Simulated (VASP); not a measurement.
# Al2Au: structure and properties in VASP, part 3 of 5

Wanted: the relaxed cell of Al2Au and its properties. Left out of this account: 1 further run (relaxation: a spoilt try). The start is a cell from a database of measured crystal structures.

VASP 6.6.1; LDA; plane waves and PAW (Al, Au).

Still holding for the runs below: This run has no spin polarisation. Its electron count is odd, so without a moment it is a metal by construction.

So far. Step 4 (Density, ELF and potential (LDA)): In this run the pressure is -0.01 GPa, small enough to go on. Step 5 (Band structure (LDA)): There is no gap at this level.

### Step 6. Density of states (LDA)

Here the states are counted by energy and projected on the atoms. The mesh is finer than in the run before.

INCAR reads:

```
SYSTEM = Al2Au
PREC = Accurate
ENCUT = 400
EDIFF = 1E-06
NELM = 100
ISMEAR = -5
SIGMA = 0.2
LREAL = .FALSE.
ALGO = Normal
GGA = CA
NBANDS = 21
LASPH = .TRUE.
LORBIT = 11
LWAVE = .FALSE.
LCHARG = .FALSE.
KPAR = 2
NEDOS = 2001
```

POSCAR reads:

```
Al2Au
1.0
    0.0000000000      2.9798908904      2.9798908904
    2.9798908904      0.0000000000      2.9798908904
    2.9798908904      2.9798908904      0.0000000000
Al Au
2 1
Direct
    0.2500000000      0.2500000000      0.2500000000
    0.7500000000      0.7500000000      0.7500000000
    0.0000000000      0.0000000000      0.0000000000
```

KPOINTS reads:

```
Automatic mesh
0
Gamma
10 10 10
0 0 0
```

Potentials, in the order of the species: Al and Au (LDA family, release 64).

The run is started by

```sh
> mpirun -np 2 vasp_std
```

Output:

```text
[... set-up lines as in an earlier step ...]
 entering main loop
       N       E                     dE             d eps       ncg     rms          rms(c)
DAV:   1     0.460631593378E+02    0.46063E+02   -0.57024E+03  2070   0.537E+02
DAV:   2    -0.142701791007E+02   -0.60333E+02   -0.55334E+02  2282   0.133E+02
DAV:   3    -0.156456836690E+02   -0.13755E+01   -0.13674E+01  2433   0.182E+01
DAV:   4    -0.156550981055E+02   -0.94144E-02   -0.94094E-02  2274   0.177E+00
DAV:   5    -0.156552256707E+02   -0.12757E-03   -0.12751E-03  2355   0.205E-01    0.931E+00
DAV:   6    -0.144275127034E+02    0.12277E+01   -0.32336E+00  2184   0.163E+01    0.385E+00
DAV:   7    -0.143294668603E+02    0.98046E-01   -0.16060E-01  2119   0.326E+00    0.185E+00
DAV:   8    -0.142896460480E+02    0.39821E-01   -0.22558E-02  2274   0.746E-01    0.417E-01
DAV:   9    -0.142885255924E+02    0.11205E-02   -0.17235E-03  2294   0.321E-01    0.210E-01
DAV:  10    -0.142885307739E+02   -0.51816E-05   -0.10187E-04  2307   0.561E-02    0.298E-02
DAV:  11    -0.142885292185E+02    0.15555E-05   -0.32840E-06  2299   0.126E-02    0.114E-02
DAV:  12    -0.142885287230E+02    0.49552E-06   -0.47029E-07  1531   0.510E-03
   1 F= -.14288529E+02 E0= -.14288529E+02  d E =0.000000E+00
 -----------------------------------------------------------------------------
|                                                                             |
|           W    W    AA    RRRRR   N    N  II  N    N   GGGG   !!!           |
|           W    W   A  A   R    R  NN   N  II  NN   N  G    G  !!!           |
|           W    W  A    A  R    R  N N  N  II  N N  N  G       !!!           |
|           W WW W  AAAAAA  RRRRR   N  N N  II  N  N N  G  GGG   !            |
|           WW  WW  A    A  R   R   N   NN  II  N   NN  G    G                |
|           W    W  A    A  R    R  N    N  II  N    N   GGGG   !!!           |
|                                                                             |
|     Tetrahedron method does not include variations of the Fermi             |
|     occupations, so forces and stress will be inaccurate. We suggest        |
|     using a different smearing scheme ISMEAR = 1 or 2 for metals in         |
|     relaxations.                                                            |
|                                                                             |
 -----------------------------------------------------------------------------
```

Run time: 8.4 s. Hardware: 2 MPI ranks of Intel Xeon 6975P-C (Granite Rapids), shared host; peak memory 0.27 GiB.

OUTCAR, selected parts (step 6):

```text
   k-points           NKPTS =     47   k-points in BZ     NKDIM =     47   number of bands    NBANDS=     21

   NELECT =      17.0000    total number of electrons

 E-fermi :   7.7991

 k-point     1 :       0.0000    0.0000    0.0000
  band No.  band energies     occupation
    ...
      2       1.0918      2.00000
      3       1.0918      2.00000
      4       1.0918      2.00000
      5       2.0797      2.00000
      6       2.0797      2.00000
      7      10.0883      0.00000
      8      10.7880      0.00000
      9      10.7880      0.00000
     10      10.7880      0.00000
     11      11.8358      0.00000
    ...

  Total       -0.0243205     -0.0243205     -0.0243205      0.0000000      0.0000000      0.0000000
  in kB       -0.7362958     -0.7362958     -0.7362958      0.0000000      0.0000000      0.0000000
  external PRESSURE =      -0.7362958 kB  Pullay stress =       0.0000000 kB

 POSITION                                       TOTAL-FORCE (eV/Angst)
 -----------------------------------------------------------------------------------
      1.48995      1.48995      1.48995        -0.000000     -0.000000     -0.000000
      4.46984      4.46984      4.46984         0.000000      0.000000      0.000000
      0.00000      0.00000      0.00000        -0.000000     -0.000000     -0.000000
 -----------------------------------------------------------------------------------
    total drift:                               -0.000000     -0.000000      0.000000

  FREE ENERGIE OF THE ION-ELECTRON SYSTEM (eV)
  ---------------------------------------------------
  free  energy   TOTEN  =       -14.2885287230 eV

  energy  without entropy=      -14.2885287230  energy(sigma->0) =      -14.28852872

[... 6 parts as in an earlier step ...]

[... 10 further parts left out ...]
```

With tetrahedra the forces and stress of a metal are not exact derivatives of the energy.

This step gave:

```yaml
irreducible_k_points: 47
free_energy_toten: -14.29 eV
fermi_energy: 7.799 eV
pressure: -0.07363 GPa
dos_at_the_fermi_level: 0.9599 states/eV/cell
```

The density of states has structure finer than the step of the table below, so its rows give means over 0.5 eV, whole bins alone (the curve runs from -12.0 to 5.11 eV). Peaks (eV: height): total -7.03: 7.21, -6.40: 17.0, -5.56: 12.3, 4.14: 3.03; Au d -7.03: 4.14, -6.40: 12.4, -5.56: 10.3; Au p -7.03: 0.146, -6.40: 0.137, -4.58: 0.105, -1.86: 0.204; Al p -6.40: 0.595, -1.86: 0.186, 2.81: 0.209, 4.21: 0.389; Al s -7.03: 0.710, -4.58: 0.116, 2.81: 0.413, 4.14: 0.261.

States under -12.0 eV and over 5.1 eV are left out. The density of states by energy, zero at the Fermi level; means over each step; values in states/eV/cell:

| energy (eV) | total | Au d | Au p | Al p | Al s | Au s |
| --- | --- | --- | --- | --- | --- | --- |
| -11.0 | 0 | 0 | 0 | 0 | 0 | 0 |
| -10.5 | 0.102 | 6.8e-5 | 4.1e-4 | 4.0e-4 | 0.0192 | 0.0234 |
| -10.0 | 0.281 | 0.00142 | 0.00250 | 0.00271 | 0.0513 | 0.0628 |
| -9.5 | 0.413 | 0.00778 | 0.00573 | 0.00667 | 0.0721 | 0.0891 |
| -9.0 | 0.590 | 0.0325 | 0.00964 | 0.0130 | 0.0966 | 0.120 |
| -8.5 | 0.925 | 0.117 | 0.0138 | 0.0239 | 0.139 | 0.171 |
| -8.0 | 0.883 | 0.184 | 0.0151 | 0.0238 | 0.121 | 0.136 |
| -7.5 | 1.08 | 0.471 | 0.0134 | 0.0204 | 0.119 | 0.0789 |
| -7.0 | 3.68 | 2.13 | 0.0693 | 0.0646 | 0.344 | 0.0285 |
| -6.5 | 6.03 | 4.42 | 0.0450 | 0.207 | 0.0604 | 0.0264 |
| -6.0 | 4.48 | 3.56 | 0.00937 | 0.0871 | 0.0100 | 0.115 |
| -5.5 | 5.63 | 4.53 | 0.0149 | 0.0528 | 0.0185 | 0.205 |
| -5.0 | 0.553 | 0.217 | 0.0307 | 0.0225 | 0.0350 | 0.0515 |
| -4.5 | 1.24 | 0.368 | 0.0975 | 0.0636 | 0.104 | 0.0890 |
| -4.0 | 0.687 | 0.140 | 0.0594 | 0.0446 | 0.0511 | 0.0765 |
| -3.5 | 0.703 | 0.128 | 0.0721 | 0.0519 | 0.0543 | 0.0605 |
| -3.0 | 0.880 | 0.159 | 0.100 | 0.0715 | 0.0677 | 0.0541 |
| -2.5 | 0.830 | 0.128 | 0.104 | 0.0772 | 0.0596 | 0.0408 |
| -2.0 | 1.13 | 0.147 | 0.156 | 0.134 | 0.0527 | 0.0358 |
| -1.5 | 1.24 | 0.147 | 0.182 | 0.159 | 0.0457 | 0.0280 |
| -1.0 | 1.16 | 0.121 | 0.182 | 0.154 | 0.0379 | 0.0217 |
| -0.5 | 1.07 | 0.0963 | 0.179 | 0.146 | 0.0309 | 0.0188 |
| 0.0 | 0.964 | 0.0717 | 0.175 | 0.136 | 0.0241 | 0.0131 |
| 0.5 | 0.649 | 0.0456 | 0.125 | 0.0888 | 0.0177 | 0.00953 |
| 1.0 | 0.405 | 0.0291 | 0.0808 | 0.0502 | 0.0156 | 0.00732 |
| 1.5 | 0.401 | 0.0577 | 0.0542 | 0.0321 | 0.0545 | 0.00581 |
| 2.0 | 0.821 | 0.163 | 0.0417 | 0.0469 | 0.157 | 0.0115 |
| 2.5 | 1.55 | 0.237 | 0.0564 | 0.105 | 0.240 | 0.0314 |
| 3.0 | 1.92 | 0.230 | 0.0489 | 0.148 | 0.285 | 0.0382 |
| 3.5 | 0.604 | 0.0707 | 0.0203 | 0.0492 | 0.0410 | 0.0239 |
| 4.0 | 1.81 | 0.218 | 0.0554 | 0.211 | 0.145 | 0.0715 |
| 4.5 | 2.01 | 0.265 | 0.0453 | 0.309 | 0.112 | 0.0601 |

The finer mesh and the other smearing move the Fermi level by -0.02 eV from the 7×7×7 run, a small shift, which tests the Fermi level alone. Of the states within 0.3 eV of the Fermi level, the largest shares in the PAW spheres are Au p 18 %, Al p 14 % and Au d 7 %. The rest lies in smaller channels or between the spheres.

### Step 7. Volume scan with LDA, volume scale 0.94

An equation of state needs energies on both sides of the minimum, all on one mesh and cutoff.

INCAR reads:

```
SYSTEM = Al2Au
PREC = Accurate
ENCUT = 400
EDIFF = 1E-06
NELM = 100
ISMEAR = 1
SIGMA = 0.2
LREAL = .FALSE.
ALGO = Normal
GGA = CA
NBANDS = 14
LASPH = .TRUE.
LORBIT = 11
LWAVE = .FALSE.
LCHARG = .FALSE.
KPAR = 2
ISIF = 2
```

POSCAR reads:

```
Al2Au
1.0
    0.0000000000      2.9190597217      2.9190597217
    2.9190597217      0.0000000000      2.9190597217
    2.9190597217      2.9190597217      0.0000000000
Al Au
2 1
Direct
    0.2500000000      0.2500000000      0.2500000000
    0.7500000000      0.7500000000      0.7500000000
    0.0000000000      0.0000000000      0.0000000000
```

KPOINTS reads:

```
Automatic mesh
0
Gamma
7 7 7
0 0 0
```

The run is started by

```sh
> mpirun -np 2 vasp_std
```

Output:

```text
[... set-up lines as in an earlier step ...]
 entering main loop
       N       E                     dE             d eps       ncg     rms          rms(c)
DAV:   1     0.488716930852E+02    0.48872E+02   -0.61192E+03   568   0.813E+02
DAV:   2    -0.143158334820E+02   -0.63188E+02   -0.58893E+02   656   0.173E+02
DAV:   3    -0.156506265368E+02   -0.13348E+01   -0.13305E+01   712   0.246E+01
DAV:   4    -0.156587536456E+02   -0.81271E-02   -0.81261E-02   662   0.232E+00
DAV:   5    -0.156588528934E+02   -0.99248E-04   -0.99248E-04   724   0.253E-01    0.101E+01
DAV:   6    -0.143396880553E+02    0.13192E+01   -0.54926E+00   632   0.248E+01    0.397E+00
DAV:   7    -0.142460433663E+02    0.93645E-01   -0.22648E-01   578   0.496E+00    0.195E+00
DAV:   8    -0.142032545215E+02    0.42789E-01   -0.24425E-02   718   0.102E+00    0.413E-01
DAV:   9    -0.142019628559E+02    0.12917E-02   -0.22847E-03   676   0.496E-01    0.213E-01
DAV:  10    -0.142019904985E+02   -0.27643E-04   -0.11320E-04   692   0.895E-02    0.404E-02
DAV:  11    -0.142019842333E+02    0.62653E-05   -0.49118E-06   704   0.165E-02    0.122E-02
DAV:  12    -0.142019841579E+02    0.75314E-07   -0.44404E-07   418   0.668E-03
   1 F= -.14201984E+02 E0= -.14201885E+02  d E =-.296867E-03
```

The job ended after 3.4 s (2 MPI ranks; peak memory 0.24 GiB; 4.6 s of CPU time).

Parts of OUTCAR (step 7):

```text
   ENCUT  =  400.0 eV  29.40 Ry    5.42 a.u.   6.73  6.73  6.73*2*pi/ulx,y,z

   NELECT =      17.0000    total number of electrons

 E-fermi :   8.5477

 k-point     1 :       0.0000    0.0000    0.0000
  band No.  band energies     occupation
    ...
      2       1.4868      2.00000
      3       1.4868      2.00000
      4       1.4868      2.00000
      5       2.5434      2.00000
      6       2.5434      2.00000
      7      11.3001     -0.00000
      8      11.5590     -0.00000
      9      11.5590     -0.00000
     10      11.5590     -0.00000
     11      12.8831      0.00000
    ...

  Total        2.7165028      2.7165028      2.7165028      0.0000000     -0.0000000      0.0000000
  in kB       87.4906822     87.4906822     87.4906822      0.0000000     -0.0000000      0.0000000
  external PRESSURE =      87.4906822 kB  Pullay stress =       0.0000000 kB

 POSITION                                       TOTAL-FORCE (eV/Angst)
 -----------------------------------------------------------------------------------
      1.45953      1.45953      1.45953        -0.000000     -0.000000     -0.000000
      4.37859      4.37859      4.37859         0.000000      0.000000      0.000000
      0.00000      0.00000      0.00000         0.000000      0.000000      0.000000
 -----------------------------------------------------------------------------------
    total drift:                               -0.000000     -0.000000      0.000000

  FREE ENERGIE OF THE ION-ELECTRON SYSTEM (eV)
  ---------------------------------------------------
  free  energy   TOTEN  =       -14.2019841579 eV

  energy  without entropy=      -14.2016872906  energy(sigma->0) =      -14.20188520

[... 4 parts as in an earlier step ...]

[... 12 further parts left out ...]
```

The scan keeps the cell's shape and the fractional positions fixed.

This step gave:

```yaml
bands: 14
irreducible_k_points: 20
free_energy_toten: -14.20 eV
energy_at_zero_smearing: -14.20 eV
fermi_energy: 8.548 eV
pressure: 8.749 GPa
```

The pressure here is 8.75 GPa.

### Step 8. Volume scan with LDA, volume scale 0.96

INCAR is that of step 7.

POSCAR reads:

```
Al2Au
1.0
    0.0000000000      2.9396171576      2.9396171576
    2.9396171576      0.0000000000      2.9396171576
    2.9396171576      2.9396171576      0.0000000000
Al Au
2 1
Direct
    0.2500000000      0.2500000000      0.2500000000
    0.7500000000      0.7500000000      0.7500000000
    0.0000000000      0.0000000000      0.0000000000
```

KPOINTS is that of step 7.

The run is started by

```sh
> mpirun -np 2 vasp_std
```

Output:

```text
[... set-up lines as in an earlier step ...]
 entering main loop
       N       E                     dE             d eps       ncg     rms          rms(c)
DAV:   1     0.435693194350E+02    0.43569E+02   -0.60530E+03   584   0.808E+02
DAV:   2    -0.145777796947E+02   -0.58147E+02   -0.54371E+02   658   0.167E+02
DAV:   3    -0.156686747171E+02   -0.10909E+01   -0.10874E+01   716   0.224E+01
DAV:   4    -0.156756030127E+02   -0.69283E-02   -0.69266E-02   686   0.210E+00
DAV:   5    -0.156756884480E+02   -0.85435E-04   -0.85433E-04   724   0.235E-01    0.981E+00
DAV:   6    -0.143853869345E+02    0.12903E+01   -0.54795E+00   650   0.246E+01    0.394E+00
DAV:   7    -0.142921306440E+02    0.93256E-01   -0.23110E-01   584   0.504E+00    0.192E+00
DAV:   8    -0.142504119397E+02    0.41719E-01   -0.25602E-02   716   0.104E+00    0.411E-01
DAV:   9    -0.142490899853E+02    0.13220E-02   -0.24044E-03   656   0.509E-01    0.212E-01
DAV:  10    -0.142491139461E+02   -0.23961E-04   -0.11695E-04   674   0.895E-02    0.398E-02
DAV:  11    -0.142491078935E+02    0.60526E-05   -0.48763E-06   716   0.164E-02    0.124E-02
DAV:  12    -0.142491077984E+02    0.95128E-07   -0.53526E-07   430   0.742E-03
   1 F= -.14249108E+02 E0= -.14249063E+02  d E =-.133289E-03
```

It took 3.4 s on 2 MPI ranks; peak memory 0.24 GiB; 4.6 s of CPU time.

Parts of OUTCAR (step 8):

```text
   ENCUT  =  400.0 eV  29.40 Ry    5.42 a.u.   6.78  6.78  6.78*2*pi/ulx,y,z

   NELECT =      17.0000    total number of electrons

 E-fermi :   8.2935

 k-point     1 :       0.0000    0.0000    0.0000
  band No.  band energies     occupation
    ...
      2       1.3495      2.00000
      3       1.3495      2.00000
      4       1.3495      2.00000
      5       2.3828      2.00000
      6       2.3828      2.00000
      7      10.8813     -0.00000
      8      11.2919     -0.00000
      9      11.2919     -0.00000
     10      11.2919     -0.00000
     11      12.5199      0.00000
    ...

  Total        1.7417955      1.7417955      1.7417955      0.0000000      0.0000000     -0.0000000
  in kB       54.9294739     54.9294739     54.9294739      0.0000000      0.0000000     -0.0000000
  external PRESSURE =      54.9294739 kB  Pullay stress =       0.0000000 kB

 POSITION                                       TOTAL-FORCE (eV/Angst)
 -----------------------------------------------------------------------------------
      1.46981      1.46981      1.46981        -0.000000     -0.000000     -0.000000
      4.40943      4.40943      4.40943         0.000000      0.000000      0.000000
      0.00000      0.00000      0.00000         0.000000     -0.000000      0.000000
 -----------------------------------------------------------------------------------
    total drift:                               -0.000000     -0.000000      0.000000

  FREE ENERGIE OF THE ION-ELECTRON SYSTEM (eV)
  ---------------------------------------------------
  free  energy   TOTEN  =       -14.2491077984 eV

  energy  without entropy=      -14.2489745092  energy(sigma->0) =      -14.24906337

[... 4 parts as in an earlier step ...]

[... 12 further parts left out ...]
```

Numbers from this step:

| Property | Result |
| --- | --- |
| free energy (TOTEN) | -14.25 eV |
| Fermi energy | 8.293 eV |
| pressure | 5.493 GPa |

The pressure falls from 8.75 to 5.49 GPa.

The run ends at a pressure of 5.49 GPa.

### Step 9. Volume scan with LDA, volume scale 0.98

INCAR is that of step 8.

POSCAR reads:

```
Al2Au
1.0
    0.0000000000      2.9598910201      2.9598910201
    2.9598910201      0.0000000000      2.9598910201
    2.9598910201      2.9598910201      0.0000000000
Al Au
2 1
Direct
    0.2500000000      0.2500000000      0.2500000000
    0.7500000000      0.7500000000      0.7500000000
    0.0000000000      0.0000000000      0.0000000000
```

KPOINTS is that of step 8.

The run is started by

```sh
> mpirun -np 2 vasp_std
```

Output:

```text
[... set-up lines as in an earlier step ...]
 entering main loop
       N       E                     dE             d eps       ncg     rms          rms(c)
DAV:   1     0.429389786999E+02    0.42939E+02   -0.60440E+03   576   0.809E+02
DAV:   2    -0.145753715762E+02   -0.57514E+02   -0.53075E+02   694   0.168E+02
DAV:   3    -0.156659241395E+02   -0.10906E+01   -0.10883E+01   674   0.221E+01
DAV:   4    -0.156725837513E+02   -0.66596E-02   -0.66590E-02   698   0.213E+00
[...]
DAV:  10    -0.142758638182E+02   -0.20031E-04   -0.12334E-04   722   0.905E-02    0.396E-02
DAV:  11    -0.142758579076E+02    0.59106E-05   -0.52878E-06   692   0.172E-02    0.127E-02
DAV:  12    -0.142758577955E+02    0.11212E-06   -0.62493E-07   454   0.803E-03
   1 F= -.14275858E+02 E0= -.14275854E+02  d E =-.119298E-04
```

The job ended after 3.4 s (2 MPI ranks; peak memory 0.24 GiB; 4.5 s of CPU time).

From OUTCAR (step 9):

```text
  Total        0.8366891      0.8366891      0.8366891      0.0000000      0.0000000     -0.0000000
  in kB       25.8474394     25.8474394     25.8474394      0.0000000      0.0000000     -0.0000000
  external PRESSURE =      25.8474394 kB  Pullay stress =       0.0000000 kB

 POSITION                                       TOTAL-FORCE (eV/Angst)
 -----------------------------------------------------------------------------------
      1.47995      1.47995      1.47995        -0.000000     -0.000000     -0.000000
      4.43984      4.43984      4.43984         0.000000      0.000000      0.000000
      0.00000      0.00000      0.00000         0.000000      0.000000     -0.000000
 -----------------------------------------------------------------------------------
    total drift:                               -0.000000     -0.000000      0.000000

  FREE ENERGIE OF THE ION-ELECTRON SYSTEM (eV)
  ---------------------------------------------------
  free  energy   TOTEN  =       -14.2758577955 eV

  energy  without entropy=      -14.2758458657  energy(sigma->0) =      -14.27585382

[... 1 part as in an earlier step ...]

[... 2 further parts left out ...]
[key lines of the parts left out:]
E-fermi :   8.0502
```

The pressure falls from 5.49 to 2.58 GPa.

The run ends at a pressure of 2.58 GPa.

### Step 10. Volume scan with LDA, volume scale 1

INCAR is that of step 9.

POSCAR reads:

```
Al2Au
1.0
    0.0000000000      2.9798908904      2.9798908904
    2.9798908904      0.0000000000      2.9798908904
    2.9798908904      2.9798908904      0.0000000000
Al Au
2 1
Direct
    0.2500000000      0.2500000000      0.2500000000
    0.7500000000      0.7500000000      0.7500000000
    0.0000000000      0.0000000000      0.0000000000
```

KPOINTS is that of step 9.

The run is started by

```sh
> mpirun -np 2 vasp_std
```

Output:

```text
[... set-up lines as in an earlier step ...]
 entering main loop
       N       E                     dE             d eps       ncg     rms          rms(c)
[... 12 cycles as in an earlier step ...]
   1 F= -.14284482E+02 E0= -.14284506E+02  d E =0.723961E-04
```

Run time: 3.2 s. Hardware: 2 MPI ranks; peak memory 0.24 GiB.

From OUTCAR (step 10):

```text
[... 6 parts as in an earlier step ...]

[... 1 further part left out ...]
[key lines of the parts left out:]
E-fermi :   7.8169
```

The pressure falls from 2.58 to -0.01 GPa.

The run ends at a pressure of -0.01 GPa.

(Continued in part 4 of 5.)

[Lines on the potential files, build, host, timing and source positions are cut from VASP's logs without a mark.]

[Logs are printed without paths, hosts, clocks, repeated set-up lines and the standing remarks that a program may print on its own settings, such as how far it seeks lower states.]

[Hosts, paths, dates, database ids (printed as entryN), source tags and the programs' standing remarks are cut or masked in the printed files.]

[A measured line is paired with the nearest computed mode of its activity, which favours agreement.]
